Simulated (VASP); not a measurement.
Consider the following.

```
ZnS
1.0
    1.94753    -3.37322     0.00000
    1.94753     3.37322     0.00000
    0.00000     0.00000     6.37961
Zn S
2 2
Direct
  0.66667   0.33333   0.50012
  0.33333   0.66667   0.00012
  0.66667   0.33333   0.87488
  0.33333   0.66667   0.37488
```

All values below come from RPBE GGA, VASP's PBE PAW potentials (set 64) (plane waves; VASP 6.6.1). Settings: 520 eV cut-off, Gaussian smearing of 0.050 eV, potentials Zn S.

Problem. Predict the band gap (along the path) with the smallest direct gap where there is one.

Solution. 
```yaml
band gap (along the path): 2.09 eV
smallest direct gap (along the path): 2.09 eV
```

Only differences to runs with the same potentials and settings are physical.

The compound is ZnS in the wurtzite structure, the high-temperature form. It was relaxed first, which changed the volume by +6 %.
